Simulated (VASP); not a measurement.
All values below come from PBEsol GGA, VASP's PBE PAW potentials (set 64) (plane waves; VASP).

A VASP calculation is set up with these files.

File KPOINTS:
```
K-points
0
G
11 11 6
0 0 0
```

### INCAR
```
SYSTEM = PbO
PREC = Accurate
ENCUT = 520
EDIFF = 1E-7
NELM = 100
ALGO = Normal
LREAL = .FALSE.
LASPH = .TRUE.
ISMEAR = -5
GGA = PS
LMAXMIX = 4
LWAVE = .FALSE.
LCHARG = .TRUE.
LORBIT = 11
NEDOS = 601
ISIF = 2
```

POSCAR:
```
PbO
1
    3.5435496005     0.0000000000     0.0000000000
   -1.7717748003     3.0688042619     0.0000000000
    0.0000000000     0.0000000000     6.4214973933
Pb O
2 2
Direct
  0.0000000000   0.0000000000   0.0000000000
  0.0000000000   0.0000000000   0.5000000000
  0.3333330000   0.6666670000   0.2500000000
  0.6666670000   0.3333330000   0.7500000000
```

POTCAR, in this order: Pb_d O (PBE.64 set). Program: vasp_std.

Output

File OUTCAR:
```
 ion  position               nearest neighbor table
   1  0.000  0.000  0.000-   3 2.60   4 2.60   4 2.60   3 2.60   4 2.60   3 2.60   2 3.21   2 3.21
  LATTYP: Found a hexagonal cell.
 ALAT       =     3.5435496005
 C/A-ratio  =     1.8121652347
 Subroutine PRICEL returns:
 Original cell was already a primitive cell.
 Subroutine GETGRP returns: Found 24 space group operations
The static configuration has the point symmetry D_3d.
 The point group associated with its full space group is D_6h.
The dynamic configuration has the point symmetry D_3d.
 Subroutine INISYM returns: Found 24 space group operations
 Subroutine IBZKPT returns following result:
 Found     64 irreducible k-points:

 Following reciprocal coordinates:
            Coordinates               Weight
  0.000000  0.000000  0.000000      1.000000
  0.090909  0.000000  0.000000      6.000000
  0.181818  0.000000  0.000000      6.000000
  0.272727  0.000000  0.000000      6.000000
  0.363636  0.000000  0.000000      6.000000
  0.454545  0.000000  0.000000      6.000000
  0.090909  0.090909  0.000000      6.000000
  0.181818  0.090909  0.000000     12.000000
  0.272727  0.090909  0.000000     12.000000
  0.363636  0.090909  0.000000     12.000000
  0.454545  0.090909  0.000000      6.000000
  0.181818  0.181818  0.000000      6.000000
  0.272727  0.181818  0.000000     12.000000
  0.363636  0.181818  0.000000     12.000000
  0.272727  0.272727  0.000000      6.000000
  0.363636  0.272727  0.000000      6.000000
  0.000000  0.000000  0.166667      2.000000
  0.090909  0.000000  0.166667     12.000000
  0.181818  0.000000  0.166667     12.000000
  0.272727  0.000000  0.166667     12.000000
  0.363636  0.000000  0.166667     12.000000
  0.454545  0.000000  0.166667     12.000000
  0.090909  0.090909  0.166667     12.000000
...
```

File OSZICAR:
```
       N       E                     dE             d eps       ncg     rms          rms(c)
DAV:   1     0.462227149524E+03    0.46223E+03   -0.20593E+04  3072   0.204E+03
DAV:   2     0.295296104023E+02   -0.43270E+03   -0.42566E+03  3384   0.511E+02
DAV:   3    -0.237127375473E+02   -0.53242E+02   -0.52334E+02  3952   0.195E+02
DAV:   4    -0.255635965308E+02   -0.18509E+01   -0.18490E+01  3560   0.401E+01
DAV:   5    -0.256328139514E+02   -0.69217E-01   -0.69208E-01  4264   0.715E+00    0.110E+01
DAV:   6    -0.222672657847E+02    0.33655E+01   -0.29998E+01  4720   0.379E+01    0.637E+00
DAV:   7    -0.218737653795E+02    0.39350E+00   -0.38378E+00  4016   0.153E+01    0.237E+00
DAV:   8    -0.218900080125E+02   -0.16243E-01   -0.11239E+00  3320   0.749E+00    0.206E+00
DAV:   9    -0.218358044263E+02    0.54204E-01   -0.23876E-01  3896   0.368E+00    0.273E-01
DAV:  10    -0.218377415252E+02   -0.19371E-02   -0.18648E-02  3800   0.854E-01    0.786E-02
DAV:  11    -0.218378278885E+02   -0.86363E-04   -0.57336E-04  4368   0.253E-01    0.416E-02
DAV:  12    -0.218378436275E+02   -0.15739E-04   -0.94393E-05  4824   0.951E-02    0.258E-02
DAV:  13    -0.218378199629E+02    0.23665E-04   -0.62261E-05  4896   0.753E-02    0.245E-03
DAV:  14    -0.218378209761E+02   -0.10131E-05   -0.50029E-06  3536   0.152E-02    0.170E-03
DAV:  15    -0.218378204502E+02    0.52590E-06   -0.21037E-07  2792   0.543E-03    0.618E-04
DAV:  16    -0.218378200598E+02    0.39037E-06   -0.26095E-07  2720   0.352E-03    0.838E-04
DAV:  17    -0.218378201112E+02   -0.51335E-07   -0.31185E-08  2072   0.189E-03
   1 F= -.21837820E+02 E0= -.21837820E+02  d E =0.000000E+00
```

OUTCAR:
```
------------------------ aborting loop because EDIFF is reached ----------------------------------------
  FORCE on cell =-STRESS in cart. coord.  units (eV):
  Direction    XX          YY          ZZ          XY          YZ          ZX
  --------------------------------------------------------------------------------------
  Total        0.0339176      0.0339176     -0.0097116     -0.0000000      0.0000000      0.0000000
  in kB        0.7782000      0.7782002     -0.2228224     -0.0000000      0.0000000      0.0000000
  external PRESSURE =       0.4445259 kB  Pullay stress =       0.0000000 kB
  volume of cell :       69.83
      direct lattice vectors                 reciprocal lattice vectors
     3.543549601  0.000000000  0.000000000     0.282202907  0.162929909  0.000000000
    -1.771774800  3.068804262  0.000000000     0.000000000  0.325859819  0.000000000
     0.000000000  0.000000000  6.421497393     0.000000000  0.000000000  0.155726918
 POSITION                                       TOTAL-FORCE (eV/Angst)
 -----------------------------------------------------------------------------------
      0.00000      0.00000      0.00000        -0.000000      0.000000      0.000000
      0.00000      0.00000      3.21075        -0.000000      0.000000      0.000000
     -0.00000      2.04587      1.60537         0.000000      0.000000      0.000000
      1.77178      1.02293      4.81612        -0.000000      0.000000      0.000000
 -----------------------------------------------------------------------------------
    total drift:                               -0.000000      0.000000      0.000000
  FREE ENERGIE OF THE ION-ELECTRON SYSTEM (eV)
  ---------------------------------------------------
  free  energy   TOTEN  =       -21.8378201112 eV

  energy  without entropy=      -21.8378201112  energy(sigma->0) =      -21.83782011

 total charge

# of ion       s       p       d       tot
------------------------------------------
    1        1.479   0.493   9.863  11.835
    2        1.479   0.493   9.863  11.835
    3        1.585   3.277   0.000   4.862
    4        1.585   3.277   0.000   4.862
--------------------------------------------------
tot          6.128   7.540  19.726  33.394
```
(Selected blocks of OUTCAR.)

For a metal the tetrahedron method with Blöchl corrections gives inexact stress and forces.

The structure was generated: PbO was put into the NiAs type type (P6_3/mmc), which need not be its known phase. It was relaxed first, which changed the volume by +50 %.
